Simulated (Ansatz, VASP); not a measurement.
## LiGeBr3: VASP beside Ansatz

File INCAR:

```
SYSTEM = LiGeBr3
PREC = Accurate
ENCUT = 600
EDIFF = 1E-6
ISMEAR = 0
SIGMA = 0.1
LREAL = .FALSE.
LASPH = .TRUE.
NELM = 100
ALGO = Normal
ISIF = 3
LWAVE = .FALSE.
LCHARG = .FALSE.
GGA = PE
IBRION = 2
NSW = 90
EDIFFG = -0.04
```

Contents of KPOINTS:

```
regular mesh
0
G
  4 4 4
  0 0 0
```

File POSCAR:

```
LiGeBr3
1.0
    4.7812646600      0.0000000000      0.0000000000
    0.0000000000      4.7812646600      0.0000000000
    0.0000000000      0.0000000000      4.7812646600
Li Ge Br
1 1 3
Direct
    0.5000000000      0.5000000000      0.5000000000
    0.0000000000      0.0000000000      0.0000000000
    0.5000000000      0.0000000000      0.0000000000
    0.0000000000      0.5000000000      0.0000000000
    0.0000000000      0.0000000000      0.5000000000
```

Input for Ansatz:

```yaml
crystal:
  lattice:
    - [4.78126466, 0.0, 0.0]
    - [0.0, 4.78126466, 0.0]
    - [0.0, 0.0, 4.78126466]
  atoms:
    - { symbol: Li, position: [0.5, 0.5, 0.5] }
    - { symbol: Ge, position: [0.0, 0.0, 0.0] }
    - { symbol: Br, position: [0.5, 0.0, 0.0] }
    - { symbol: Br, position: [0.0, 0.5, 0.0] }
    - { symbol: Br, position: [0.0, 0.0, 0.5] }
basis:
  ecutwfc: 420
kpoints:
  mp_grid: { grid: [4, 4, 4] }
hamiltonian:
  xc: pbe
scf:
  occupations: { method: gaussian, width: 0.1 }
  lower_state_search: "off"
output:
  forces: true
  stress: true
  eigenvalues: true
relax:
  adjacent_minimum: "off"
  f_tol: 0.04
  max_steps: 70
  cell: { stress_tol: 0.4 }
```

Alike in both runs: task relaxation of cell and atoms; functional PBE; k mesh 4 × 4 × 4; occupations gaussian, width 0.1 eV; no spin polarisation.

|  | VASP | Ansatz |
| --- | --- | --- |
| version | VASP 6.6.1 | Ansatz 0.2.0 |
| potentials or method | VASP PAW PBE potentials, release 64 (Li_sv, Ge_d, Br) | scalar-relativistic, plane waves, PAW |
| plane-wave cutoff (eV) | 600 | 420 |
| valence electrons in the cell | 38 | 38 |

|  | VASP | Ansatz | Ansatz less VASP |
| --- | --- | --- | --- |
| gap on the k mesh at the Fermi level, each at its own relaxed structure (eV) | 0.53 | 0.48 | -0.050 |
| relaxed volume (Å³/atom) | 33.52 | 33.18 | -0.345 |
| relaxed cell length with the largest relative difference (Å) | 5.514 | 5.495 | -0.0190 |
| energy change over the relaxation (meV/atom) | -564 | -564 | +0.1 |

Caveats: the cutoff is under 1.25 times the usual one of these potentials, so pressure, stress and relaxed cells hold a basis-set (Pulay) error (VASP); the volume moved by over 15 % at a fixed basis, so the end points are rough (VASP). A k mesh can miss the band edges.
